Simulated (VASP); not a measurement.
InGaO:

```
CELL_PARAMETERS angstrom
3.64087 0.00000 0.00000
0.00000 3.66591 0.00000
0.00000 0.00000 3.69398
ATOMIC_POSITIONS crystal
In 0.50000 0.50000 0.00000
Ga 0.00000 0.00000 0.00000
O 0.50000 0.50000 0.50000
```

The cell was built by a generator and needn't be a form met in nature.

```yaml
Program: VASP 6.6.1
Task: relaxation of cell and atoms
Functional: PBE
Potentials_or_basis: VASP PAW PBE potentials, release 64 (In_d, Ga_d, O)
Cutoff: 520 eV
k_mesh: 4 × 4 × 4
Occupations: gaussian, width 0.15 eV
Spin: no spin polarisation
```

At the start: pressure 37.6 GPa; volume 16.43 Å³/atom.

Problem. Where does the relaxation end?

Solution. Over 9 steps the energy falls by 588.2 meV/atom and the volume is 22.70 Å³/atom (+38.1 %); space group P4/mmm (No. 123, to 0.05 Å).

Step by step:
```csv
step,energy change (eV),largest force (eV/Å),pressure (GPa),volume (Å³)
1,0.0000,0.0000,37.58,49.30
2,-0.6570,0.0000,-9.48,81.52
3,-1.6189,0.0000,2.33,64.24
4,-1.6203,0.0000,1.23,63.91
5,-1.3037,0.0000,15.04,56.33
6,-1.6199,0.0000,2.67,63.18
7,-1.6206,0.0000,2.63,63.48
8,-1.7575,0.0000,0.25,67.35
9,-1.7647,0.0000,0.25,68.09
```

Final structure:
```xyz
3
Lattice="4.0301 0.0000 0.0000 0.0000 4.0606 0.0000 0.0000 0.0000 4.1610" Properties=species:S:1:pos:R:3 pbc="T T T"
In    2.0151    2.0303    0.0000
Ga    0.0000    0.0000    0.0000
O     2.0151    2.0303    2.0805
```

Caveat: the k mesh is coarse (spacing up to 0.43 Å⁻¹), so the values aren't converged; the volume moved by over 15 % at a fixed basis, so the end points are rough.
